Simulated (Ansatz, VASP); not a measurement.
# Cross-check of Be (Beryllium) between VASP and Ansatz

One calculation is typed for both programs; each brings its own data sets. How far apart do they land? The cell is taken from a series of runs on this material, whose earlier steps may have relaxed, scaled, displaced or heated it; both programs get it as it stands.

Program: Ansatz 0.2.0. Level of theory: plane waves, with VASP 6.6.1 beside it; LDA. Results are calculated unless marked as measured.

## (1) Set-up

Symmetry: P6_3/mmc, No. 194, hexagonal system. The conventional cell has a = 2.227 Å, b = 2.227 Å, c = 3.582 Å, α = 90.00°, β = 90.00°, γ = 120.00°. Be has 12 Be at 2.20 to 2.23 Å nearest.

As a file:

```xyz
2
Lattice="2.2265 0.0000 0.0000 -1.1133 1.9282 0.0000 0.0000 0.0000 3.5816" Properties=species:S:1:pos:R:3 pbc="T T T"
Be    0.0000    1.2855    0.8954
Be    1.1133    0.6427    2.6862
```

## (2) VASP: zone-centre phonons, LDA

Second derivatives magnify differences that forces hide, and they need a tight electronic threshold.

Lines of VASP's logs that name or quote its potential files are left out, and so is its time.

The input, INCAR:

```
SYSTEM = Be
PREC = Accurate
ENCUT = 600
EDIFF = 1E-08
NELM = 120
ISMEAR = 1
SIGMA = 0.2
LREAL = .FALSE.
ALGO = Normal
GGA = PW92
NBANDS = 8
LORBIT = 11
LWAVE = .FALSE.
LCHARG = .FALSE.
ISIF = 2
IBRION = 8
LASPH = .TRUE.
GGA_COMPAT = .FALSE.
KPAR = 2
```

The input, POSCAR:

```
Be
1.0
    2.2265035357      0.0000000000      0.0000000000
   -1.1132517678      1.9282086236      0.0000000000
    0.0000000000      0.0000000000      3.5816143387
Be
2
Direct
    0.3333333463      0.6666666797      0.2500000000
    0.6666666797      0.3333333463      0.7500000000
```

The input, KPOINTS:

```
Automatic mesh
0
Gamma
24 24 12
0 0 0
```

The projector-augmented-wave data sets are Be (LDA family, release 64).

Run with:

```console
$ mpirun -np 2 vasp_std
```

Numbers of over 12 decimals in the logs are rounded to 6 here.

What it wrote:

```text
[banner, memory and clock lines left out]
running    2 mpi-ranks, on    1 nodes
 distrk:  each k-point on    1 cores,    2 groups
 distr:  one band on    1 cores,    1 groups

 POSCAR found type information on POSCAR Be
 POSCAR found :  1 types and       2 ions
|                                                                             |
|               ----> ADVICE to this user running VASP <----                  |
|                                                                             |
|     You enforced a specific xc type in the INCAR file but a different       |
|     [... a line on the potential file left out ...]
|     I HOPE YOU KNOW WHAT YOU ARE DOING!                                     |
|                                                                             |

 LDA part: xc-table for (Slater(with rela. corr.)+PW92), standard interpolation
 POSCAR, INCAR and KPOINTS ok, starting setup
 FFT: planning ... GRIDC
 FFT: planning ... GRID_SOFT
 FFT: planning ... GRID
 WAVECAR not read
 entering main loop
       N       E                     dE             d eps       ncg     rms          rms(c)
DAV:   1    -0.428673705899E+01   -0.42867E+01   -0.20211E+03  6944   0.466E+02
DAV:   2    -0.844112469858E+01   -0.41544E+01   -0.39987E+01 10896   0.452E+01
DAV:   3    -0.845718848370E+01   -0.16064E-01   -0.16055E-01  7152   0.274E+00
DAV:   4    -0.845719517652E+01   -0.66928E-05   -0.66930E-05  9704   0.515E-02
DAV:   5    -0.845719517753E+01   -0.10121E-08   -0.27556E-09  7136   0.251E-04    0.124E+00
DAV:   6    -0.842110513945E+01    0.36090E-01   -0.23868E-03  8632   0.357E-01    0.749E-01
DAV:   7    -0.840445269571E+01    0.16652E-01   -0.39442E-03  9392   0.449E-01    0.186E-02
DAV:   8    -0.840444331882E+01    0.93769E-05   -0.67316E-06  7192   0.257E-02    0.509E-03
DAV:   9    -0.840444235903E+01    0.95979E-06   -0.50273E-07  9272   0.620E-03    0.466E-04
DAV:  10    -0.840444234894E+01    0.10090E-07   -0.19768E-09  6320   0.411E-04    0.948E-05
DAV:  11    -0.840444234790E+01    0.10429E-08   -0.25780E-10  3504   0.134E-04
   1 F= -.84044423E+01 E0= -.84042452E+01  d E =-.591512E-03
 Linear response reoptimize wavefunctions to high precision
DAV:   1    -0.840444234790E+01   -0.50022E-11   -0.57586E-12  4544   0.297E-05
 Linear response DOF=           2
 Linear response progress:
  Degree of freedom:   1/  2
       N       E                     dE             d eps       ncg     rms          rms(c)
RMM:   1    -0.724499656617E-02   -0.72450E-02   -0.31632E-03 67461   0.297E-01
RMM:   2    -0.718123740076E-02    0.63759E-04   -0.17659E-05 50216   0.263E-02    0.239E-02
RMM:   3    -0.719046774484E-02   -0.92303E-05   -0.49232E-07 50543   0.598E-03    0.144E-02
RMM:   4    -0.722083232645E-02   -0.30365E-04   -0.12774E-06 50743   0.877E-03    0.321E-04
RMM:   5    -0.722078091372E-02    0.51413E-07   -0.95762E-09 52166   0.249E-04    0.114E-04
RMM:   6    -0.722072429542E-02    0.56618E-07   -0.48092E-09 52164   0.829E-05    0.824E-06
RMM:   7    -0.722071768623E-02    0.66092E-08   -0.24351E-09 53421   0.635E-06    0.199E-06
 first order change of Fermi-energy   0.19317E-05
 force on displaced ion       1 direction 1 :  -3.515   0.000   0.000
 Linear response progress:
  Degree of freedom:   2/  2
       N       E                     dE             d eps       ncg     rms          rms(c)
RMM:   1    -0.200274025019E-01   -0.20027E-01    0.13530E-02 24377   0.689E-01
RMM:   2    -0.165219976038E-01    0.35054E-02   -0.19100E-03 16090   0.789E-02    0.112E-01
RMM:   3    -0.155842128261E-01    0.93778E-03    0.59264E-04 15956   0.943E-02    0.414E-02
RMM:   4    -0.157811700264E-01   -0.19696E-03    0.15197E-04 16250   0.528E-02    0.412E-03
RMM:   5    -0.158116861230E-01   -0.30516E-04   -0.28058E-05 16923   0.344E-03    0.644E-04
RMM:   6    -0.158100035139E-01    0.16826E-05   -0.50378E-06 16674   0.496E-04    0.849E-05
RMM:   7    -0.158094364804E-01    0.56703E-06   -0.89121E-07 17211   0.359E-05    0.119E-05
RMM:   8    -0.158093650870E-01    0.71393E-07   -0.14090E-07 17169   0.719E-06    0.869E-07
RMM:   9    -0.158093572277E-01    0.78593E-08   -0.27509E-08 12370   0.577E-07    0.234E-07
 first order change of Fermi-energy   0.35202E-05
 force on displaced ion       1 direction 3 :   0.000   0.000  -7.508
 Linear response finished
```

OUTCAR, selected parts (step 2):

```text
ion  position               nearest neighbor table
   1  0.333  0.667  0.250-   2 2.20   2 2.20   2 2.20   2 2.20   2 2.20   2 2.20
   2  0.667  0.333  0.750-   1 2.20   1 2.20   1 2.20   1 2.20   1 2.20   1 2.20

  LATTYP: Found a hexagonal cell.
 ALAT       =     2.2265035357
 C/A-ratio  =     1.6086272855

 Subroutine GETGRP returns: Found 24 space group operations
 (whereof 12 operations were pure point group operations)

The static configuration has the point symmetry D_3d.
 The point group associated with its full space group is D_6h.

 Found    427 irreducible k-points:

   k-points           NKPTS =    427   k-points in BZ     NKDIM =    427   number of bands    NBANDS=      8

   dimension x,y,z NGX =    18 NGY =   18 NGZ =   30
   dimension x,y,z NGXF=    36 NGYF=   36 NGZF=   60

   ENCUT  =  600.0 eV  44.10 Ry    6.64 a.u.   4.45  4.45  7.15*2*pi/ulx,y,z

   NELECT =       4.0000    total number of electrons

 k-points in reciprocal lattice and weights: Automatic mesh
   0.00000000  0.00000000  0.00000000       0.000
   0.04166667  0.00000000  0.00000000       0.001
   0.08333333  0.00000000  0.00000000       0.001
   0.12500000 -0.00000000  0.00000000       0.001
   0.16666667  0.00000000  0.00000000       0.001
   0.20833333  0.00000000  0.00000000       0.001
   0.25000000 -0.00000000  0.00000000       0.001
   0.29166667  0.00000000  0.00000000       0.001
   0.33333333  0.00000000  0.00000000       0.001
[...]
0.33333333  0.29166667  0.50000000       0.002
   0.33333333  0.33333333  0.50000000       0.000

 average (electrostatic) potential at core
       1 -29.9781       2 -29.9781

  Total        0.0362691      0.0362691     -0.6979116      0.0000000     -0.0000000      0.0000000
  in kB        3.7791219      3.7791219    -72.7201514      0.0000000     -0.0000000      0.0000000
  external PRESSURE =     -21.7206359 kB  Pullay stress =       0.0000000 kB

  energy-cutoff  :      600.00
  volume of cell :       15.38
      direct lattice vectors                 reciprocal lattice vectors
     2.226503536  0.000000000  0.000000000     0.449134701  0.259308041  0.000000000
    -1.113251768  1.928208624  0.000000000     0.000000000  0.518616081  0.000000000
     0.000000000  0.000000000  3.581614339     0.000000000  0.000000000  0.279203707

 POSITION                                       TOTAL-FORCE (eV/Angst)
 -----------------------------------------------------------------------------------
      0.00000      1.28547      0.89540        -0.000000      0.000000      0.000000
      1.11325      0.64274      2.68621         0.000000     -0.000000      0.000000
 -----------------------------------------------------------------------------------
    total drift:                                0.000000      0.000000     -0.000000

 Eigenvectors and eigenvalues of the dynamical matrix
 ----------------------------------------------------

   1 f  =   20.179098 THz   126.789012 2PiTHz  673.102255 cm-1    83.454006 meV
             X         Y         Z           dx          dy          dz
      0.000000  1.285472  0.895404     0.000000    0.000000   -0.707107
      1.113252  0.642736  2.686211     0.000000    0.000000    0.707107

   2 f  =   13.806761 THz    86.750439 2PiTHz  460.543979 cm-1    57.100150 meV
             X         Y         Z           dx          dy          dz
      0.000000  1.285472  0.895404     0.220595    0.671817    0.000000
      1.113252  0.642736  2.686211    -0.220595   -0.671817    0.000000

   3 f  =   13.806761 THz    86.750439 2PiTHz  460.543979 cm-1    57.100150 meV
             X         Y         Z           dx          dy          dz
      0.000000  1.285472  0.895404     0.671817   -0.220595   -0.000000
      1.113252  0.642736  2.686211    -0.671817    0.220595    0.000000

   4 f  =    0.000000 THz     0.000001 2PiTHz    0.000004 cm-1     0.000001 meV
             X         Y         Z           dx          dy          dz
      0.000000  1.285472  0.895404    -0.645077   -0.289613   -0.000000
      1.113252  0.642736  2.686211    -0.645077   -0.289613    0.000000

   5 f  =    0.000000 THz     0.000000 2PiTHz    0.000000 cm-1     0.000000 meV
             X         Y         Z           dx          dy          dz
      0.000000  1.285472  0.895404     0.000000   -0.000000    0.707107
      1.113252  0.642736  2.686211     0.000000    0.000000    0.707107

   6 f/i=    0.000000 THz     0.000001 2PiTHz    0.000006 cm-1     0.000001 meV
             X         Y         Z           dx          dy          dz
      0.000000  1.285472  0.895404    -0.289613    0.645077    0.000000
      1.113252  0.642736  2.686211    -0.289613    0.645077    0.000000

 ELASTIC MODULI CONTR FROM IONIC RELAXATION (kBar)
 Direction    XX          YY          ZZ          XY          YZ          ZX
 --------------------------------------------------------------------------------
 XX        -245.5723    245.5723     -0.0000     -0.0000      0.0000     -0.0000
 YY         245.5723   -245.5723      0.0000     -0.0000      0.0000      0.0000
 ZZ          -0.0000      0.0000     -0.0000     -0.0000      0.0000     -0.0000
 XY          -0.0000     -0.0000     -0.0000   -245.5723      0.0000     -0.0000
 YZ           0.0000      0.0000      0.0000      0.0000      0.0000      0.0000
 ZX          -0.0000      0.0000     -0.0000     -0.0000      0.0000     -0.0000
 --------------------------------------------------------------------------------
```

## (3) Ansatz: zone-centre phonons, LDA

Ansatz runs on its PAW soft_1 files.

The same cell, functional (in two slightly different forms), mesh and smearing now go to Ansatz, which takes its cutoff from its data sets.

The input, input.yaml:

```yaml
crystal:
  lattice:
    - [2.2265035357, 0.0, 0.0]
    - [-1.1132517678, 1.9282086236, 0.0]
    - [0.0, 0.0, 3.5816143387]
  atoms:
    - { symbol: Be, position: [0.333333329, 0.666666671, 0.25] }
    - { symbol: Be, position: [0.666666671, 0.333333329, 0.75] }
kpoints:
  mp_grid: { grid: [24, 24, 12] }
hamiltonian:
  xc: lda
  pseudopotentials: { kind: paw, azcp: { folder: soft_1 }, xc_functional: pbe }
scf:
  occupations: { method: methfessel_paxton, width: 0.2 }
output:
  eigenvalues: true
phonons:
  method: dfpt
```

Run with:

```console
$ ansatz run input.yaml --threads 4 --pin off --max-ram 10240MiB --backend cpu --events-out ev --progress --plain --runs-dir out
```

What it wrote:

```text
zone centre: on kpoints.mp_grid the ground state, and the responses unless they are solved on pairs of k-points, stand on 1099 of the mesh's 6912 k-points, reduced under 4 symmetry operations, with k and −k counted as one. Each operation leaves every solved displacement unchanged or reverses it
Engine: ansatz 0.2.0, aarch64-unknown-linux-gnu
Pseudopotentials: kind: paw
Pseudopotential: Be, paw, valence charge 2, recommended cutoff 420 eV (normal), soft_1/Be.paw.azcp
Functional definition: SPW92
  exchange = slater_x
  correlation = pw_c
Crystal: 2 atoms, lattice volume = 15.376 Å³
Basis set: ecut = 420 eV, 311 PW (Γ), exchange–correlation on 30×30×48 points (8 copies of the dense FFT grid, shifted against one another)
Bands: 6, of which v1, the nominal top of the filled ones, is band 2 counted from 1 (1 counted from 0)
Symmetry: 24 space group operations
k-points: 1099 of 6912 (irreducible under 4 space group operations, time reversal used)
Non-local potential: Be, projectors of the file, l = 0: 2, l = 1: 2, l = 2: 1
PAW form: soft (Blöchl's): semilocal exchange-correlation on the pseudo side does not see the compensation charge
PAW frozen core: Be, regenerated for the run's functional, and the local potential with it (the file was generated under x = pbe(κ = 0.804, μ = 0.219515), c = pbe(β = 0.066725))
PAW one-centre angular grid: Be, 110 points (default); XC on 64 Gauss nodes
Initial density: superposition of atomic densities (chi_scale 0.1, normalization cell)
Initial wavefunctions: pseudopotential atomic-orbital guess
Functional: x = slater, c = lda
SCF iter   1: F=—  HF=-176.459490 eV  |F-HF|=—  |Δ(HF+E_count)|=         —  Δρ=1.44e-2  dr2=2.24e-2  ethr=3.10e-3  ⟨swp⟩=4.7  Hψ=54191  notcnv=0
preconditioner: auto → none  [metal: Δε(μ)=0.006 eV  Ē_g=13.090 eV  σ=0.200 eV  W_gap=0.03  n_scr=2 (ndim 8)  ℏωp=18.9 eV  f_vac=0.000  D(μ)=0.22/eV (n_scr^D=0)  sad-step TF]
SCF iter   2: F=—  HF=-176.460746 eV  |F-HF|=—  |Δ(HF+E_count)|=   1.26e-3  S|Δr|=    0.00e0  Δρ=8.80e-3  dr2=8.67e-3  ethr=5.60e-4  ⟨swp⟩=1.0  Hψ=15386  notcnv=0
SCF iter   3: F=—  HF=-176.460391 eV  |F-HF|=—  |Δ(HF+E_count)|=   3.55e-4  S|Δr|=    0.00e0  Δρ=4.77e-4  dr2=2.82e-5  ethr=2.17e-4  ⟨swp⟩=1.0  Hψ=6594  notcnv=0
SCF iter   4: F=—  HF=-176.460385 eV  |F-HF|=—  |Δ(HF+E_count)|=   6.40e-6  S|Δr|=    0.00e0  Δρ=1.96e-5  dr2=4.26e-8  ethr=7.04e-7  ⟨swp⟩=1.0  Hψ=6594  notcnv=0
SCF iter   5: F=—  HF=-176.460385 eV  |F-HF|=—  |Δ(HF+E_count)|=   2.81e-8  S|Δr|=    0.00e0  Δρ=1.99e-6  dr2=3.16e-10  ethr=1.07e-9  ⟨swp⟩=2.3  Hψ=8627  notcnv=0
SCF iter   6: F=-176.460385 eV  HF=-176.460385 eV  |F-HF|=5.68e-14  |Δ(HF+E_count)|=  4.09e-11  S|Δr|=    0.00e0  Δρ=1.53e-7  dr2=2.40e-12  ethr=1.00e-12  ⟨swp⟩=4.6  Hψ=17582  notcnv=0
SCF 1 converged in 6 iterations: F = -176.460385 eV  dr2 = 2.40e-12
  greatest PAW one-centre occupation: 0.359 electrons in one spin orbital (limit 2), on the Be atom at site 1 (counted from 0), in its partial waves of l = 0
DFPT response loops at Γ: preconditioner auto → Kerker (q_TF=auto, 2.180 Å⁻¹) (partly filled bands, converged f_vac=0.000); β = 1.00, the filter's whole step (`scf.mixing.beta` (0.50) is not read by the response loops under this deck's `scf.mixing.preconditioner`; to damp them name `kerker` or `kerker_dos`, under which they read `scf.mixing.beta`, and type it under 1.00, their step now; both keys bind the ground state too); Broyden in place of MSR1
SCF converged after 6 iterations
Stability not checked: this state was not tested for a lower state beside it, because cold or Methfessel-Paxton smearing, or corrected tetrahedra, fill the levels in a way that the test cannot read (fill_not_monotonic; see scf.lower_state_search)
Free energy (F): -176.460385 eV
Harris-Foulkes:  -176.460385 eV  (|F-HF|=5.68e-14)
Internal energy: -176.459792 eV  (E = F + TS)
E sigma→0 (E₀):  -176.460237 eV
Entropy (-TS):   -0.000593 eV (-0.296 meV/atom)
Fermi energy:    8.230826 eV
--- Per-component energies (eV) ---
  E_band       = 12.396109
  E_kinetic    = 43.856544
  E_local      = 5.887154  (includes V_loc(G=0)·N_el)
  E_nonlocal   = 7.990237
  E_hartree    = 0.069960
  E_xc         = -40.866194
  E_vxc        = -42.083881  (∫ρ·V_xc dr)
  E_paw        = -109.174620  (= ΣΔE_a)
  E_vpaw       = -3.393862  (= ΣTr[D̂ρ^β])
  E_aug_tail   = -0.000001  (compensation charges beyond the density's cutoff)
  E_ewald      = -84.283446
  E_core_change = 0.060574  (= ΣΔE_core)
  E_smearing   = -0.000593  (= −TS)
  E_closure    = 0.000000  (closes the sum)
  Σ components = -176.460385   (vs F -176.460385, Δ=0.00e0)
--- Band table (eV; the first three rows and the last of 1099) ---
  k-point 0: bands = ["-3.1686", "3.4492", "9.1413", "24.6989", "24.6989", "27.4668"]
  k-point 1: bands = ["-3.1104", "3.1143", "9.6143", "24.7511", "24.7511", "27.4435"]
  k-point 2: bands = ["-2.9359", "2.3346", "10.8065", "24.9050", "24.9050", "26.8910"]
  k-point 1098: bands = ["4.2696", "4.2696", "11.9032", "11.9032", "16.0765", "16.0765"]
--- Phonons (Γ-DFPT): 2 representative perturbations + reference, on 1099 of 6912 k-points (Σ response iterations 6) ---
  k mesh reduced under 4 symmetry operations, with k and −k counted as one. Each operation leaves every solved displacement unchanged or reverses it
  ASR residual: 2.468e-5 → 0.000e0 eV/Å²; symmetrization residual: 1.580e-11 eV/Å²
  ASR residual per site (eV/Å²): 2.47e-5 2.47e-5
  Γ frequencies (cm⁻¹): 0.00 0.00 0.00 460.42 460.42 670.21
  non-analytic LO–TO correction: not included (Born effective charges unavailable; polar crystals: no LO–TO splitting at Γ)
```

## (4) Side by side

Known differences besides the potentials themselves: the cutoff is 420 eV in Ansatz and 600 eV in VASP; VASP's log shows a relativistic correction to its local exchange, Ansatz's none. Total energies have different zeros and are not compared.

Both answers:

| quantity | Ansatz | VASP | difference |
| --- | --- | --- | --- |
| optical mode 1 to 2 (cm⁻¹) | 460.4 | 460.5 | -0.03 % |
| optical mode 3 (cm⁻¹) | 670.2 | 673.1 | -0.43 % |

Modes are paired by rising frequency, not by their patterns, so a pair may set unlike modes beside each other; they are those without the splitting of longitudinal modes.

## (5) Summary of results

```json
{
 "r.m.s. difference of the optical zone-centre modes, each program's sorted by frequency (zone-centre phonons, LDA)": "1.7 cm⁻¹"
}
```

**Reading.** The r.m.s. difference of the optical zone-centre modes, each program's sorted by frequency is 1.7 cm⁻¹ (zone-centre phonons, LDA). Such differences can come from data sets, numerical settings and the points named under the comparisons, not from the functional's error against experiment.

[Lines on the potential files, build, host, timing and source positions are cut from VASP's logs without a mark.]

[Logs are printed without paths, hosts, clocks, repeated set-up lines and the standing remarks that a program may print on its own settings, such as how far it seeks lower states.]

[Hosts, paths, dates, database ids (printed as entryN), source tags and the programs' standing remarks are cut or masked in the printed files.]
